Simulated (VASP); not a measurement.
Input of a VASP 6.6.1 run:

POSCAR

```
Bi
1.0
    2.2678634712      1.3093515856      3.8789517420
   -2.2678634712      1.3093515856      3.8789517420
    0.0000000000     -2.6187031713      3.8789517420
  Bi
     2
Direct
     0.2370653634533047    0.2370653634533047    0.2370653634533047
     0.7629346365466952    0.7629346365466952    0.7629346365466952
```

The input INCAR.step1:

```
SYSTEM = Bi
ALGO     = Fast           ! electronic algorithm
EDIFF    = 1E-8           ! SCF threshold, eV
EDIFFG   = -0.002         ! ionic threshold
ENCUT    = 600            ! plane-wave cutoff, eV
GGA      = PE             ! functional
IBRION   = 2              ! ionic algorithm
ISIF     = 3              ! what is computed and relaxed
ISMEAR   = 1              ! smearing method
IVDW     = 12             ! dispersion correction
KPAR     = 2            
LASPH    = .True.         ! aspherical terms in the spheres
LCHARG   = .False.        ! write CHGCAR
LREAL    = .False.        ! projectors in reciprocal space
LWAVE    = .False.        ! write WAVECAR
NELM     = 80             ! most SCF steps
NSW      = 40             ! ionic steps
PREC     = Accurate       ! precision mode
SIGMA    = 0.2            ! smearing width, eV
```

File INCAR.step2:

```
SYSTEM = Bi
ALGO     = Fast           ! electronic algorithm
EDIFF    = 1E-8           ! SCF threshold, eV
ENCUT    = 600            ! plane-wave cutoff, eV
GGA      = PE             ! functional
IBRION   = 6              ! ionic algorithm
ISIF     = 2              ! what is computed and relaxed
ISMEAR   = 1              ! smearing method
IVDW     = 12             ! dispersion correction
KPAR     = 2            
LASPH    = .True.         ! aspherical terms in the spheres
LCHARG   = .False.        ! write CHGCAR
LREAL    = .False.        ! projectors in reciprocal space
LWAVE    = .False.        ! write WAVECAR
NELM     = 80             ! most SCF steps
NFREE    = 2            
NSW      = 1              ! ionic steps
POTIM    = 0.015          ! step
PREC     = Accurate       ! precision mode
SIGMA    = 0.2            ! smearing width, eV
```

KPOINTS

```
k-points
0
Gamma
  18 18 18
  0 0 0
```

Potentials or basis: VASP PAW PBE potentials, release 64 (Bi_d).

The run is started by

```sh
$ cat potpaw_PBE.64/Bi_d/POTCAR > POTCAR
$ cp INCAR.step1 INCAR
$ mpirun -np 2 vasp_std > vasp.out
$ cp CONTCAR POSCAR
$ cp INCAR.step2 INCAR
$ mpirun -np 2 vasp_std > vasp.out
```

Problem. Predict the highest phonon frequency at Γ.

Solution. 98 cm⁻¹.

Problem. Estimate the dispersion energy per atom.

Solution. -0.462 eV.

Phonon frequencies in cm⁻¹ (negative: imaginary):
| q point | frequencies |
| --- | --- |
| (0.000, 0.000, 0.000) | 0 0 0 65 65 98 |
